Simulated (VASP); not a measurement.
Computed with PBE GGA, VASP's PBE PAW potentials (set 64) (plane waves; VASP 6.6.1).

Input for VASP

File POSCAR:
```
Pb32Te31
1
   13.1200611128     0.0000000000     0.0000000000
    0.0000000000    13.1200611128    -0.0000000000
   -0.0000000000    -0.0000000000    13.1200611128
Te Pb
31 32
Direct
  0.7500000000   0.2500000000   0.2500000000
  0.0000000000   0.5000000000   0.2500000000
  0.0000000000   0.2500000000   0.5000000000
  0.2500000000   0.2500000000   0.2500000000
  0.7500000000   0.7500000000   0.2500000000
  0.0000000000   0.0000000000   0.2500000000
  0.5000000000   0.2500000000   0.5000000000
  0.7500000000   0.5000000000   0.5000000000
  0.0000000000   0.7500000000   0.5000000000
  0.7500000000   0.2500000000   0.7500000000
  0.0000000000   0.5000000000   0.7500000000
  0.0000000000   0.2500000000   0.0000000000
  0.2500000000   0.7500000000   0.2500000000
  0.5000000000   0.0000000000   0.2500000000
  0.2500000000   0.5000000000   0.5000000000
  0.5000000000   0.7500000000   0.5000000000
  0.7500000000   0.0000000000   0.5000000000
  0.2500000000   0.2500000000   0.7500000000
  0.5000000000   0.5000000000   0.7500000000
  0.7500000000   0.7500000000   0.7500000000
  0.0000000000   0.0000000000   0.7500000000
  0.5000000000   0.2500000000   0.0000000000
  0.7500000000   0.5000000000   0.0000000000
  0.0000000000   0.7500000000   0.0000000000
  0.2500000000   0.0000000000   0.5000000000
  0.2500000000   0.7500000000   0.7500000000
  0.5000000000   0.0000000000   0.7500000000
  0.2500000000   0.5000000000   0.0000000000
  0.5000000000   0.7500000000   0.0000000000
  0.7500000000   0.0000000000   0.0000000000
  0.2500000000   0.0000000000   0.0000000000
  0.5000000000   0.0000000000   0.0000000000
  0.7500000000   0.2500000000   0.0000000000
  0.7500000000   0.0000000000   0.2500000000
  0.0000000000   0.0000000000   0.0000000000
  0.2500000000   0.2500000000   0.0000000000
  0.5000000000   0.5000000000   0.0000000000
  0.7500000000   0.7500000000   0.0000000000
  0.2500000000   0.0000000000   0.2500000000
  0.5000000000   0.2500000000   0.2500000000
  0.7500000000   0.5000000000   0.2500000000
  0.5000000000   0.0000000000   0.5000000000
  0.7500000000   0.2500000000   0.5000000000
  0.7500000000   0.0000000000   0.7500000000
  0.0000000000   0.5000000000   0.0000000000
  0.2500000000   0.7500000000   0.0000000000
  0.0000000000   0.2500000000   0.2500000000
  0.2500000000   0.5000000000   0.2500000000
  0.5000000000   0.7500000000   0.2500000000
  0.0000000000   0.0000000000   0.5000000000
  0.2500000000   0.2500000000   0.5000000000
  0.5000000000   0.5000000000   0.5000000000
  0.7500000000   0.7500000000   0.5000000000
  0.2500000000   0.0000000000   0.7500000000
  0.5000000000   0.2500000000   0.7500000000
  0.7500000000   0.5000000000   0.7500000000
  0.0000000000   0.7500000000   0.2500000000
  0.0000000000   0.5000000000   0.5000000000
  0.2500000000   0.7500000000   0.5000000000
  0.0000000000   0.2500000000   0.7500000000
  0.2500000000   0.5000000000   0.7500000000
  0.5000000000   0.7500000000   0.7500000000
  0.0000000000   0.7500000000   0.7500000000
```

### KPOINTS
```
kpoints
0
gamma
 1 1 1
0 0 0
```

### INCAR
```
! general
SYSTEM   =  Pb32Te31
PREC     =  Normal
ENCUT    =  400
LREAL    =  Auto   ! projection in real space or not
LASPH    =  T   ! aspherical one-centre terms
ISYM     =  0
NELECT   =  313.0

! electronic loop
EDIFF    =  1E-5
NELM     =  100
NELMIN   =  4
ALGO     =  Fast   ! Davidson, then RMM-DIIS
LMAXMIX  =  4   ! l cut-off of mixed one-centre charges

! smearing
ISMEAR   =  0
SIGMA    =  0.05   ! width (eV)

! functional
GGA      =  PE

! spin
ISPIN    =  2   ! spin-polarised
MAGMOM   =  63*0.0159
NUPDOWN  =  1

! ions
IBRION   =  2
NSW      =  60   ! most ionic steps
ISIF     =  2
EDIFFG   =  -0.03   ! ionic stop

! output
LWAVE    =  F
LCHARG   =  F
LORBIT   =  10
```

POTCAR, in this order: Te Pb (PBE.64 set). Program: vasp_gam.

Output of the run:

### OSZICAR
```
       N       E                     dE             d eps       ncg     rms          rms(c)
DAV:   1     0.218000317932E+04    0.21800E+04   -0.10100E+05   756   0.111E+03
DAV:   2     0.901322365295E+02   -0.20899E+04   -0.20051E+04  1064   0.193E+02
DAV:   3    -0.213794610239E+03   -0.30393E+03   -0.29684E+03   872   0.800E+01
DAV:   4    -0.230236416106E+03   -0.16442E+02   -0.16307E+02   952   0.181E+01
DAV:   5    -0.230906372510E+03   -0.66996E+00   -0.66764E+00  1056   0.409E+00    0.438E+01
RMM:   6    -0.224135077936E+03    0.67713E+01   -0.14577E+01   768   0.402E+00    0.282E+01
RMM:   7    -0.224847445590E+03   -0.71237E+00   -0.26282E+01   787   0.484E+00    0.729E+00
RMM:   8    -0.224217731762E+03    0.62971E+00   -0.19853E+00   778   0.213E+00    0.619E+00
RMM:   9    -0.223994790225E+03    0.22294E+00   -0.67183E-01   780   0.964E-01    0.442E+00
RMM:  10    -0.223947447019E+03    0.47343E-01   -0.34390E-01   808   0.593E-01    0.979E-01
RMM:  11    -0.223945619736E+03    0.18273E-02   -0.18613E-01   827   0.410E-01    0.457E-01
RMM:  12    -0.223947689566E+03   -0.20698E-02   -0.21409E-02   853   0.172E-01    0.527E-01
RMM:  13    -0.223947747833E+03   -0.58268E-04   -0.47041E-03   937   0.789E-02    0.411E-01
RMM:  14    -0.223947672780E+03    0.75054E-04   -0.98131E-04   856   0.328E-02    0.325E-01
RMM:  15    -0.223947651615E+03    0.21165E-04   -0.32342E-03   836   0.590E-02    0.208E-01
RMM:  16    -0.223947614075E+03    0.37539E-04   -0.29047E-04   788   0.221E-02    0.159E-01
RMM:  17    -0.223947572657E+03    0.41418E-04   -0.13087E-04   670   0.127E-02    0.784E-02
RMM:  18    -0.223947572480E+03    0.17751E-06   -0.13570E-04   704   0.106E-02    0.173E-02
RMM:  19    -0.223947574320E+03   -0.18408E-05   -0.12025E-05   450   0.513E-03
   1 F= -.22394757E+03 E0= -.22394497E+03  d E =-.223948E+03  mag=     1.0000
       N       E                     dE             d eps       ncg     rms          rms(c)
DAV:   1    -0.223999742625E+03   -0.52170E-01   -0.49011E-01   888   0.983E-01    0.415E-01
RMM:   2    -0.224001791270E+03   -0.20486E-02   -0.25509E-02   760   0.232E-01    0.129E-01
RMM:   3    -0.224002373339E+03   -0.58207E-03   -0.59174E-03   843   0.894E-02    0.123E-01
RMM:   4    -0.224002455447E+03   -0.82107E-04   -0.10357E-03   839   0.349E-02    0.923E-02
RMM:   5    -0.224002449448E+03    0.59988E-05   -0.17348E-04   764   0.168E-02    0.559E-02
RMM:   6    -0.224002452561E+03   -0.31134E-05   -0.94658E-05   677   0.123E-02
   2 F= -.22400245E+03 E0= -.22400165E+03  d E =-.548782E-01  mag=     1.0000
       N       E                     dE             d eps       ncg     rms          rms(c)
DAV:   1    -0.224122204343E+03   -0.11975E+00   -0.43809E+00   816   0.296E+00    0.127E+00
RMM:   2    -0.224139475235E+03   -0.17271E-01   -0.22350E-01   763   0.694E-01    0.363E-01
RMM:   3    -0.224144007331E+03   -0.45321E-02   -0.46755E-02   834   0.264E-01    0.375E-01
RMM:   4    -0.224144497852E+03   -0.49052E-03   -0.65106E-03   845   0.101E-01    0.270E-01
RMM:   5    -0.224144478312E+03    0.19540E-04   -0.12879E-03   813   0.508E-02    0.924E-02
RMM:   6    -0.224144523569E+03   -0.45257E-04   -0.43131E-04   817   0.290E-02    0.515E-02
RMM:   7    -0.224144524416E+03   -0.84654E-06   -0.10056E-04   662   0.134E-02    0.358E-02
RMM:   8    -0.224144523184E+03    0.12320E-05   -0.56939E-05   585   0.855E-03
   3 F= -.22414452E+03 E0= -.22414452E+03  d E =-.196949E+00  mag=     1.0000
       N       E                     dE             d eps       ncg     rms          rms(c)
DAV:   1    -0.224199022096E+03   -0.54498E-01   -0.17424E+01   796   0.593E+00    0.294E+00
RMM:   2    -0.224268902310E+03   -0.69880E-01   -0.87123E-01   758   0.139E+00    0.881E-01
RMM:   3    -0.224285428815E+03   -0.16527E-01   -0.16451E-01   836   0.530E-01    0.820E-01
RMM:   4    -0.224287209927E+03   -0.17811E-02   -0.23240E-02   845   0.201E-01    0.559E-01
RMM:   5    -0.224287361206E+03   -0.15128E-03   -0.56763E-03   800   0.110E-01    0.974E-02
RMM:   6    -0.224287468201E+03   -0.10700E-03   -0.16963E-03   878   0.555E-02    0.880E-02
RMM:   7    -0.224287480282E+03   -0.12081E-04   -0.44661E-04   850   0.246E-02    0.594E-02
RMM:   8    -0.224287494718E+03   -0.14436E-04   -0.15890E-04   699   0.145E-02    0.302E-02
RMM:   9    -0.224287506573E+03   -0.11855E-04   -0.56292E-05   514   0.849E-03    0.127E-02
RMM:  10    -0.224287508742E+03   -0.21697E-05   -0.20918E-05   432   0.411E-03
   4 F= -.22428751E+03 E0= -.22428751E+03  d E =-.339934E+00  mag=     1.0000
       N       E                     dE             d eps       ncg     rms          rms(c)
DAV:   1    -0.224286454438E+03    0.10521E-02   -0.58867E-01   856   0.109E+00    0.553E-01
RMM:   2    -0.224289011186E+03   -0.25567E-02   -0.30579E-02   757   0.258E-01    0.198E-01
RMM:   3    -0.224289695832E+03   -0.68465E-03   -0.64101E-03   846   0.996E-02    0.172E-01
RMM:   4    -0.224289760293E+03   -0.64461E-04   -0.83242E-04   830   0.377E-02    0.120E-01
RMM:   5    -0.224289774275E+03   -0.13982E-04   -0.26395E-04   780   0.223E-02    0.211E-02
RMM:   6    -0.224289780255E+03   -0.59798E-05   -0.65755E-05   597   0.111E-02
   5 F= -.22428978E+03 E0= -.22428978E+03  d E =-.342206E+00  mag=     1.0000
       N       E                     dE             d eps       ncg     rms          rms(c)
DAV:   1    -0.224312262971E+03   -0.22489E-01   -0.25085E+00   782   0.242E+00    0.915E-01
RMM:   2    -0.224324434737E+03   -0.12172E-01   -0.16661E-01   762   0.610E-01    0.315E-01
RMM:   3    -0.224327225067E+03   -0.27903E-02   -0.34007E-02   840   0.244E-01    0.325E-01
RMM:   4    -0.224327389338E+03   -0.16427E-03   -0.32323E-03   811   0.933E-02    0.259E-01
RMM:   5    -0.224327316469E+03    0.72869E-04   -0.11850E-03   780   0.528E-02    0.111E-01
RMM:   6    -0.224327366470E+03   -0.50001E-04   -0.46450E-04   819   0.310E-02    0.561E-02
RMM:   7    -0.224327338208E+03    0.28262E-04   -0.10232E-04   669   0.141E-02    0.365E-02
RMM:   8    -0.224327333520E+03    0.46876E-05   -0.16153E-04   635   0.107E-02    0.121E-02
RMM:   9    -0.224327334937E+03   -0.14169E-05   -0.10805E-05   435   0.502E-03
   6 F= -.22432733E+03 E0= -.22432733E+03  d E =-.375547E-01  mag=     1.0000
       N       E                     dE             d eps       ncg     rms          rms(c)
DAV:   1    -0.224329045615E+03   -0.17121E-02   -0.11122E+00   756   0.161E+00    0.620E-01
RMM:   2    -0.224334446522E+03   -0.54009E-02   -0.74240E-02   761   0.406E-01    0.215E-01
RMM:   3    -0.224335706547E+03   -0.12600E-02   -0.15283E-02   841   0.163E-01    0.218E-01
RMM:   4    -0.224335782130E+03   -0.75584E-04   -0.14729E-03   815   0.624E-02    0.174E-01
RMM:   5    -0.224335753673E+03    0.28457E-04   -0.53751E-04   781   0.353E-02    0.733E-02
RMM:   6    -0.224335777193E+03   -0.23520E-04   -0.20436E-04   807   0.206E-02    0.367E-02
RMM:   7    -0.224335765367E+03    0.11826E-04   -0.44406E-05   552   0.932E-03    0.242E-02
RMM:   8    -0.224335763918E+03    0.14492E-05   -0.68586E-05   573   0.691E-03
   7 F= -.22433576E+03 E0= -.22433575E+03  d E =-.459837E-01  mag=     1.0000
       N       E                     dE             d eps       ncg     rms          rms(c)
DAV:   1    -0.224337256875E+03   -0.14915E-02   -0.28643E-01   824   0.839E-01    0.301E-01
RMM:   2    -0.224338432417E+03   -0.11755E-02   -0.20593E-02   763   0.216E-01    0.114E-01
RMM:   3    -0.224338735001E+03   -0.30258E-03   -0.44228E-03   836   0.871E-02    0.116E-01
RMM:   4    -0.224338746905E+03   -0.11904E-04   -0.43206E-04   797   0.338E-02    0.904E-02
RMM:   5    -0.224338739145E+03    0.77594E-05   -0.21925E-04   759   0.211E-02    0.258E-02
RMM:   6    -0.224338741985E+03   -0.28394E-05   -0.49523E-05   551   0.108E-02
   8 F= -.22433874E+03 E0= -.22433873E+03  d E =-.297807E-02  mag=     1.0000
```

**OUTCAR**
```
------------------------ aborting loop because EDIFF is reached ----------------------------------------
  FORCE on cell =-STRESS in cart. coord.  units (eV):
  Direction    XX          YY          ZZ          XY          YZ          ZX
  --------------------------------------------------------------------------------------
  Total       13.9180579     13.8819546     13.9098403     -0.0001341      0.0002777     -0.0003114
  in kB        9.8737391      9.8481267      9.8679093     -0.0000951      0.0001970     -0.0002209
  external PRESSURE =       9.8632584 kB  Pullay stress =       0.0000000 kB
  volume of cell :     2258.43
      direct lattice vectors                 reciprocal lattice vectors
    13.120061113  0.000000000  0.000000000     0.076219157  0.000000000  0.000000000
     0.000000000 13.120061113  0.000000000     0.000000000  0.076219157  0.000000000
     0.000000000  0.000000000 13.120061113     0.000000000  0.000000000  0.076219157
  FREE ENERGIE OF THE ION-ELECTRON SYSTEM (eV)
  ---------------------------------------------------
  free  energy   TOTEN  =      -224.3387419848 eV

  energy  without entropy=     -224.3387263040  energy(sigma->0) =     -224.33873414

 total charge

# of ion       s       p       d       tot
------------------------------------------
    1        1.355   2.032   0.012   3.399
    2        1.372   2.014   0.015   3.402
    3        1.354   2.033   0.013   3.401
    4        1.355   2.032   0.012   3.399
    5        1.355   2.032   0.012   3.399
    6        1.362   2.031   0.016   3.410
    7        1.355   2.032   0.012   3.399
    8        1.355   2.032   0.012   3.399
    9        1.354   2.033   0.013   3.401
   10        1.354   2.033   0.013   3.401
   11        1.362   2.031   0.016   3.410
   12        1.354   2.033   0.013   3.401
   13        1.355   2.032   0.012   3.399
   14        1.372   2.014   0.015   3.402
   15        1.355   2.032   0.012   3.399
   16        1.355   2.032   0.012   3.399
   17        1.354   2.033   0.013   3.401
   18        1.354   2.033   0.013   3.401
   19        1.372   2.014   0.015   3.402
   20        1.354   2.033   0.013   3.401
   21        1.364   2.028   0.016   3.409
   22        1.355   2.032   0.012   3.399
   23        1.355   2.032   0.012   3.399
   24        1.354   2.033   0.013   3.401
   25        1.354   2.033   0.013   3.401
   26        1.354   2.033   0.013   3.401
   27        1.362   2.031   0.016   3.410
   28        1.355   2.032   0.012   3.399
   29        1.355   2.032   0.012   3.399
   30        1.354   2.033   0.013   3.401
   31        1.354   2.033   0.013   3.401
   32        1.806   0.911   0.117   2.834
   33        1.807   0.901   0.116   2.825
   34        1.806   0.911   0.117   2.834
   35        1.804   0.912   0.116   2.832
   36        1.807   0.901   0.116   2.825
   37        1.797   0.965   0.097   2.859
   38        1.807   0.901   0.116   2.825
   39        1.806   0.911   0.117   2.834
   40        1.797   0.964   0.097   2.859
   41        1.797   0.964   0.097   2.859
   42        1.806   0.911   0.117   2.834
   43        1.807   0.901   0.116   2.825
   44        1.804   0.912   0.116   2.832
   45        1.806   0.911   0.117   2.834
   46        1.807   0.901   0.116   2.825
   47        1.806   0.911   0.117   2.834
   48        1.797   0.965   0.097   2.859
   49        1.797   0.965   0.097   2.859
   50        1.804   0.912   0.116   2.832
   51        1.807   0.901   0.116   2.825
   52        1.797   0.965   0.097   2.859
   53        1.807   0.901   0.116   2.825
   54        1.804   0.912   0.116   2.832
   55        1.806   0.911   0.117   2.834
   56        1.806   0.911   0.117   2.834
   57        1.806   0.911   0.117   2.834
   58        1.806   0.911   0.117   2.834
   59        1.807   0.901   0.116   2.825
   60        1.804   0.912   0.116   2.832
   61        1.806   0.911   0.117   2.834
   62        1.806   0.911   0.117   2.834
   63        1.804   0.912   0.116   2.832
--------------------------------------------------
tot         99.819  92.342   4.024 196.185

 magnetization (x)

# of ion       s       p       d       tot
------------------------------------------
    1       -0.000   0.002   0.001   0.002
    2        0.012  -0.005   0.000   0.008
    3       -0.000  -0.001   0.000  -0.001
    4       -0.000   0.002   0.001   0.002
    5       -0.000   0.002   0.001   0.002
    6        0.009  -0.002   0.000   0.006
    7       -0.000   0.002   0.001   0.002
    8       -0.000   0.002   0.001   0.002
    9       -0.000  -0.001   0.000  -0.001
   10       -0.000  -0.001   0.000  -0.001
   11        0.009  -0.002   0.000   0.006
   12       -0.000  -0.001   0.000  -0.001
   13       -0.000   0.002   0.001   0.002
   14        0.012  -0.005   0.000   0.008
   15       -0.000   0.002   0.001   0.002
   16       -0.000   0.002   0.001   0.002
   17       -0.000  -0.001   0.000  -0.001
   18       -0.000  -0.001   0.000  -0.001
...
```
(Selected blocks of OUTCAR.)

### CONTCAR
```
Pb32Te31
   1.00000000000000
    13.1200611128000002    0.0000000000000000    0.0000000000000000
     0.0000000000000000   13.1200611128000002    0.0000000000000000
     0.0000000000000000    0.0000000000000000   13.1200611128000002
  Te              Pb
    31    32
Direct
     0.7501265332984326    0.2498736716017764    0.2499968323632509
     0.0000021229400731    0.4999999285102757    0.2499988768088346
     0.0000038826564459    0.2501186988061933    0.4998789130383575
     0.2498792553166704    0.2498756533479672    0.2499983534301659
     0.7501255295048139    0.7501205771441520    0.2499990328585660
     0.0000024016158829    0.9999996024135729    0.2500016327737499
     0.5000044179811938    0.2498768378245970    0.5001230446022712
     0.7501269972882758    0.4999996181311265    0.5001216055458509
     0.0000028621425608    0.7498759628688633    0.4998783060538058
     0.7498810815939051    0.2501197693207652    0.7499977246885841
     0.0000021421577826    0.4999996825891584    0.7499986973610551
     0.0000024474518413    0.2501198967847538    0.0001218142863236
     0.2498783827569682    0.7501226353371727    0.2500003237517689
     0.5000021606079869    0.0000010538897612    0.2500008084090616
     0.2498798563750513    0.4999982894863073    0.5001208968193425
     0.5000026654575707    0.7501235359382786    0.5001228715202277
     0.7498835074767612    0.9999994843678560    0.4998792505224834
     0.2501241083097729    0.2501189097727363    0.7499988572089245
     0.5000011139055890    0.5000001025423624    0.7500004052716092
     0.7498807231263394    0.7498767842003776    0.7499992981708132
     0.0000022168741608    0.9999999009500083    0.7500003348716803
     0.5000028046433013    0.2498718832301541    0.9998765256254930
     0.7501282632260196    0.4999988214296724    0.9998747199126323
     0.0000017708152996    0.7498769487784107    0.0001210941959933
     0.2501268966275558    0.9999987517115138    0.4998807365643097
     0.2501232299832433    0.7498761213278627    0.7500001039046520
     0.5000019632731556    0.9999997576953878    0.7499995860766050
     0.2498807834878265    0.5000014082852856    0.9998740161520386
     0.5000018062571638    0.7501188904877039    0.9998763593452451
     0.7498795920124763    0.9999986648980836    0.0001224199691245
     0.2501222256728081    0.0000008269917980    0.0001237160168583
     0.5000041081035845    0.0000120318572999    0.9925697332895903
     0.7511245657766684    0.2488698513723704    0.9988720333204626
     0.7574309939989572    0.0000012532467955    0.2499993229752489
     0.9999850365165474    0.9999822787945349    0.9957304066006345
     0.2488579510265757    0.2488655025614282    0.9988690440254250
     0.4999949231024822    0.5000110342061501    0.9827725554777448
     0.7511299531735800    0.7511317951974591    0.9988679944161593
     0.2425737233800516    0.9999998189648293    0.2499996287756729
     0.5000005078390830    0.2327767083493025    0.2499984050851438
     0.7672278905785744    0.5000070854558993    0.2500025742734485
     0.4999925269742650    0.0000000718548283    0.5074218508548092
     0.7511204550144471    0.2488715243842037    0.5011317122200597
     0.7542792009211438    0.9999747693495777    0.7499882111567620
     0.9999960483880302    0.4999976025289166    0.9925725512235611
     0.2488649618663994    0.7511325110733743    0.9988652818907263
     0.9999965580922885    0.2425716044268457    0.2500010186003980
     0.2327142996786037    0.5000180455176538    0.2499848131805216
     0.5000112003757247    0.7672587538645571    0.2500016098159847
     0.0000121713578887    0.9999831944717853    0.5043004247371611
     0.2488568594849405    0.2488730843775552    0.5011328533839864
     0.5000013244869208    0.4999991830889319    0.5172296162923989
     0.7511282189542816    0.7511301077738421    0.5011295934129050
     0.2457158858087475    0.0000005666722354    0.7500367337327322
     0.4999984976617098    0.2425694082063944    0.7499976609874727
     0.7574366961193052    0.5000070592670341    0.7500091660038803
     0.9999978743119929    0.7574282646181070    0.2499998290919495
     0.9999962588850047    0.5000071961453916    0.5074227928381426
     0.2488606305098510    0.7511332730651581    0.5011332008379443
     0.0000402710963465    0.2457168646088242    0.7499975358237461
     0.2425760570216937    0.4999994116312313    0.7500033168301112
     0.5000023616062945    0.7574297096037764    0.7500003054744521
     0.9999882430510880    0.7542777627997710    0.7499710652510863
```

The cell is charged, with a uniform compensating background. The supercell is sampled at Γ alone, which is coarse: total energies, pressure and levels can be off, energies of defects by several tenths of an eV.

The cell is a supercell with a defect, built from PbTe (rock salt): vac_Te, charge +1.
